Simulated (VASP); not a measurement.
Consider the following.

```xyz
3
Lattice="3.8856 0.0000 0.0000 -1.9428 3.3651 0.0000 0.0000 0.0000 6.2683" Properties=species:S:1:pos:R:3 pbc="T T T"
Te     0.0000     0.0000     0.0000
Se     0.0000     2.2434     1.5796
Se     1.9428     1.1217     4.6887
```

Calculation: PBE GGA, VASP's PBE PAW potentials (set 64) (plane waves; VASP 6.6.1). Run with ADDGRID = .TRUE., 400 eV cut-off, 6×6×3 Γ-centred mesh, Gaussian smearing of 0.050 eV, potentials Te Se.

Task: Give the force on each atom (eV/Å).

Result: 
| atom | Fx | Fy | Fz |
|---|---|---|---|
| Te1 | 0.000 | 0.000 | 0.000 |
| Se2 | 0.000 | 0.000 | 1.058 |
| Se3 | 0.000 | 0.000 | -1.058 |

Task: Give the stress tensor in GPa (positive for a compressed cell).

Result: 
```
6.62  0.00  0.00
0.00  6.62  0.00
0.00  0.00  6.91
```
The pressure is its mean diagonal, 6.72 GPa.

The structure was generated: TeSe2 was put into the CdI2 type (P-3m1), which need not be its known phase. The cell was not relaxed at this level. The run is one of a series of settings (ADDGRID = .TRUE. against the base run), some of them coarse on purpose.
